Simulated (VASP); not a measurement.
Given:

```
Cu3Li
1.0
   -1.78437     1.78437     3.59606
    1.78437    -1.78437     3.59606
    1.78437     1.78437    -3.59606
Li Cu
1 3
Cartesian
  0.00000   0.00000   0.00000
  0.00000   1.78437   1.79803
  1.78437   0.00000   1.79803
  0.00000   0.00000   3.59606
```

These are PBEsol GGA with spin-orbit coupling, VASP's PBE PAW potentials (set 64) (plane waves; VASP) values and carry that method's errors. Run with 520 eV cut-off, 11×11×11 Γ-centred mesh, Gaussian smearing of 0.050 eV, potentials Li_sv Cu.

Q: What does the run give for the energy per atom (σ→0), band gap (over mesh and band path) with the smallest direct gap where there is one?

A: 
The band gap (over mesh and band path) comes out as none (metal, semimetal or under 0.01 eV) and the energy per atom (σ→0) is -3.741 eV/atom.

Total energies compare only between runs with the same potentials, cut-off and functional.

The structure comes from a computed database's LiCu3 entry (I4/mmm); how it stands against other phases isn't given here. It was relaxed first.
